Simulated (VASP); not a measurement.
Computed with PBE GGA, VASP's PBE PAW potentials (set 64) (plane waves; VASP).

The input files of a VASP run:

File KPOINTS:
```
Automatic mesh
0
Gamma
5 5 5
0 0 0
```

POSCAR:
```
Al3Sc
1
    4.0257900000     0.0000000000     0.0000000000
    0.0000000000     4.0257900000     0.0000000000
    0.0000000000     0.0000000000     4.0257900000
Sc Al
1 3
Direct
  0.0000000000   0.0000000000   0.0000000000
  0.0000000000   0.5000000000   0.5000000000
  0.5000000000   0.0000000000   0.5000000000
  0.5000000000   0.5000000000   0.0000000000
```

### INCAR
```
ALGO = Normal
EDIFF = 1E-6
ENCUT = 300
GGA = PE
ISIF = 2
ISMEAR = -1
LASPH = .TRUE.
LCHARG = .FALSE.
LMAXMIX = 4
LREAL = .FALSE.
LWAVE = .FALSE.
NELM = 100
PREC = Accurate
SIGMA = 0.136
SYSTEM = Al3Sc
```

POTCAR, in this order: Sc_sv Al (PBE.64 set). Program: vasp_std.

The resulting files:

File OSZICAR:
```
       N       E                     dE             d eps       ncg     rms          rms(c)
DAV:   1     0.691199833642E+02    0.69120E+02   -0.63499E+03   312   0.843E+02
DAV:   2    -0.149607012692E+02   -0.84081E+02   -0.83132E+02   292   0.295E+02
DAV:   3    -0.201064588581E+02   -0.51458E+01   -0.47356E+01   418   0.534E+01
DAV:   4    -0.202313239030E+02   -0.12487E+00   -0.12473E+00   376   0.864E+00
DAV:   5    -0.202335119458E+02   -0.21880E-02   -0.21879E-02   386   0.127E+00    0.955E+00
DAV:   6    -0.193333155424E+02    0.90020E+00   -0.45076E+00   462   0.248E+01    0.350E+00
DAV:   7    -0.192872920687E+02    0.46023E-01   -0.67685E-02   320   0.226E+00    0.195E+00
DAV:   8    -0.192654152167E+02    0.21877E-01   -0.30401E-02   402   0.133E+00    0.211E-01
DAV:   9    -0.192652347901E+02    0.18043E-03   -0.25001E-03   346   0.362E-01    0.864E-02
DAV:  10    -0.192651936105E+02    0.41180E-04   -0.18594E-04   438   0.129E-01    0.759E-02
DAV:  11    -0.192651941363E+02   -0.52574E-06   -0.21648E-05   454   0.328E-02    0.531E-02
DAV:  12    -0.192651810124E+02    0.13124E-04   -0.42454E-05   304   0.332E-02    0.375E-03
DAV:  13    -0.192651812919E+02   -0.27951E-06   -0.20766E-06   316   0.102E-02
   1 F= -.19265181E+02 E0= -.19231912E+02  d E =-.665392E-01
```

### OUTCAR
```
------------------------ aborting loop because EDIFF is reached ----------------------------------------
  FORCE on cell =-STRESS in cart. coord.  units (eV):
  Direction    XX          YY          ZZ          XY          YZ          ZX
  --------------------------------------------------------------------------------------
  Total        2.2777922      2.2777922      2.2777922      0.0000000      0.0000000     -0.0000000
  in kB       55.9334141     55.9334141     55.9334141      0.0000000      0.0000000     -0.0000000
  external PRESSURE =      55.9334141 kB  Pullay stress =       0.0000000 kB
  volume of cell :       65.25
      direct lattice vectors                 reciprocal lattice vectors
     4.025790000  0.000000000  0.000000000     0.248398451  0.000000000  0.000000000
     0.000000000  4.025790000  0.000000000     0.000000000  0.248398451  0.000000000
     0.000000000  0.000000000  4.025790000     0.000000000  0.000000000  0.248398451
 POSITION                                       TOTAL-FORCE (eV/Angst)
 -----------------------------------------------------------------------------------
      0.00000      0.00000      0.00000         0.000000      0.000000      0.000000
      0.00000      2.01289      2.01289         0.000000      0.000000      0.000000
      2.01289      0.00000      2.01289         0.000000      0.000000      0.000000
      2.01289      2.01289      0.00000         0.000000      0.000000      0.000000
 -----------------------------------------------------------------------------------
    total drift:                                0.000000      0.000000      0.000000
  FREE ENERGIE OF THE ION-ELECTRON SYSTEM (eV)
  ---------------------------------------------------
  free  energy   TOTEN  =       -19.2651812919 eV

  energy  without entropy=      -19.1986421128  energy(sigma->0) =      -19.23191170
```
(Selected blocks of OUTCAR.)

At this cut-off the stress carries a Pulay error, which pulls relaxed volumes low.

The structure is a typed Al3Sc crystal. The cell was not relaxed at this level. The k-mesh is coarse (spacing up to 0.31 per Å, 2π included), so the numbers may not be converged in it. The run is one of a series of settings (KPOINTS 5×5×5 Γ-centred mesh against the base run), some of them coarse on purpose.
